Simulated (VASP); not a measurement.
Runs of VASP 6.6.1 on AgRh. It takes space group P-6m2 (No. 187, hexagonal). Conventional cell: a = 2.778 Å, b = 2.778 Å, c = 4.809 Å, α = 90.00°, β = 90.00°, γ = 120.00°. Around Ag (site symmetry -6m2) lie 6 Ag at 2.78 Å and 6 Rh at 2.89 Å. Rh (site symmetry -6m2) has 6 Rh at 2.78 Å and 6 Ag at 2.89 Å as nearest neighbours. The cell comes from a database or a generator and needn't be the stable form of this composition.

```tsv
task	level	potentials or basis	cell	cutoff (eV)	gap on the mesh (eV)	pressure (GPa)	V0 of scaled cells (Å³/atom)	relaxed volume (Å³/atom)	B0 (GPa)
relaxation of cell and atoms	PBE	VASP PAW PBE potentials, release 64 (Ag, Rh_pv)	relaxed	600	none	0.1	-	15.82	-
equation of state	LDA	VASP PAW LDA potentials, release 64 (Ag, Rh_pv)	P-6m2, 14.64 Å³/atom	520	-	-	14.65	-	(a)
equation of state	PBE	VASP PAW PBE potentials, release 64 (Ag, Rh_pv)	P-6m2, 15.82 Å³/atom	520	-	-	(b)	-	156
relaxation of cell and atoms	LDA	VASP PAW LDA potentials, release 64 (Ag, Rh_pv)	relaxed	600	none	0.0	-	14.64	-
```

Alike in all rows: no spin polarisation; k mesh 10 × 10 × 6; smearing fermi-dirac 0.05 eV.

Problem. Estimate the missing entries.

Solution. (a) 209; (b) 15.84.

Caveats: the cell was scaled at fixed shape and fractional positions, which overstates the stiffness of a crystal with free parameters, most of all of layers and chains (some runs).

A k mesh can miss the band edges, and the runs leave out spin-orbit coupling on Ag, Rh.

A gap of «none» marks a metal or a gap under the smearing width.
